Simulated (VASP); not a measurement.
Calculation: PBE GGA, VASP's PBE PAW potentials (set 64) (plane waves; VASP).

VASP input:

KPOINTS:
```
Automatic mesh
0
G
14 14 14
0 0 0
```

POSCAR:
```
FeAl
1
    2.8685515949     0.0000000000     0.0000000000
    0.0000000000     2.8685515949     0.0000000000
    0.0000000000     0.0000000000     2.8685515949
Al Fe
1 1
Direct
  0.5000000000   0.5000000000   0.5000000000
  0.0000000000   0.0000000000   0.0000000000
```

INCAR:
```
SYSTEM  =  FeAl
PREC  =  Accurate; ENCUT  =  520; LREAL  =  .False.
LASPH  =  .True.
EDIFF  =  1E-7; NELM  =  100; ALGO  =  Normal
LMAXMIX  =  4
ISMEAR  =  -5
GGA  =  PE
ISIF  =  2
LWAVE  =  .False.; LCHARG  =  .True.; LORBIT  =  11
NEDOS  =  601
```

POTCAR, in this order: Al Fe (PBE.64 set). Program: vasp_std.

The run wrote:

**OSZICAR**
```
       N       E                     dE             d eps       ncg     rms          rms(c)
DAV:   1     0.315315686058E+02    0.31532E+02   -0.50545E+03  2168   0.123E+03
DAV:   2    -0.133807074590E+02   -0.44912E+02   -0.43526E+02  2168   0.180E+02
DAV:   3    -0.145618958596E+02   -0.11812E+01   -0.11627E+01  2558   0.402E+01
DAV:   4    -0.145851787395E+02   -0.23283E-01   -0.23240E-01  2826   0.502E+00
DAV:   5    -0.145856242554E+02   -0.44552E-03   -0.44543E-03  2647   0.580E-01    0.139E+01
DAV:   6    -0.166223051332E+02   -0.20367E+01   -0.75355E+01  2497   0.136E+02    0.182E+01
DAV:   7    -0.126601079610E+02    0.39622E+01   -0.37400E+01  2425   0.844E+01    0.254E+00
DAV:   8    -0.126291092046E+02    0.30999E-01   -0.22547E-01  2385   0.585E+00    0.148E+00
DAV:   9    -0.126139841283E+02    0.15125E-01   -0.49850E-02  2664   0.337E+00    0.363E-01
DAV:  10    -0.126135338125E+02    0.45032E-03   -0.10432E-03  2721   0.446E-01    0.157E-01
DAV:  11    -0.126135102311E+02    0.23581E-04   -0.24393E-05  2352   0.476E-02    0.730E-03
DAV:  12    -0.126135102615E+02   -0.30392E-07   -0.31913E-06  3084   0.235E-02    0.521E-03
DAV:  13    -0.126135104428E+02   -0.18129E-06   -0.23887E-07  1238   0.569E-03    0.101E-03
DAV:  14    -0.126135105281E+02   -0.85310E-07   -0.46243E-08  1143   0.204E-03
   1 F= -.12613511E+02 E0= -.12613511E+02  d E =0.000000E+00
```

OUTCAR:
```
------------------------ aborting loop because EDIFF is reached ----------------------------------------
  FORCE on cell =-STRESS in cart. coord.  units (eV):
  Direction    XX          YY          ZZ          XY          YZ          ZX
  --------------------------------------------------------------------------------------
  Total       -0.0009456     -0.0009456     -0.0009456      0.0000000     -0.0000000      0.0000000
  in kB       -0.0641842     -0.0641842     -0.0641842      0.0000000     -0.0000000      0.0000000
  external PRESSURE =      -0.0641842 kB  Pullay stress =       0.0000000 kB
  volume of cell :       23.60
      direct lattice vectors                 reciprocal lattice vectors
     2.868551595  0.000000000  0.000000000     0.348607988  0.000000000  0.000000000
     0.000000000  2.868551595  0.000000000     0.000000000  0.348607988  0.000000000
     0.000000000  0.000000000  2.868551595     0.000000000  0.000000000  0.348607988
 POSITION                                       TOTAL-FORCE (eV/Angst)
 -----------------------------------------------------------------------------------
      1.43428      1.43428      1.43428         0.000000      0.000000      0.000000
      0.00000      0.00000      0.00000         0.000000      0.000000      0.000000
 -----------------------------------------------------------------------------------
    total drift:                               -0.000000      0.000000      0.000000
  FREE ENERGIE OF THE ION-ELECTRON SYSTEM (eV)
  ---------------------------------------------------
  free  energy   TOTEN  =       -12.6135105281 eV

  energy  without entropy=      -12.6135105281  energy(sigma->0) =      -12.61351053

 total charge

# of ion       s       p       d       tot
------------------------------------------
    1        0.401   0.439   0.000   0.839
    2        0.433   0.501   6.499   7.433
--------------------------------------------------
tot          0.833   0.940   6.499   8.272
```
(Selected blocks of OUTCAR.)

For a metal the tetrahedron method with Blöchl corrections gives inexact stress and forces.

The compound is FeAl in the CsCl type structure. It was relaxed first. The run is not spin-polarised, so no magnetic state was tried. The electron count is odd and the run is not spin-polarised, which forces a metal.
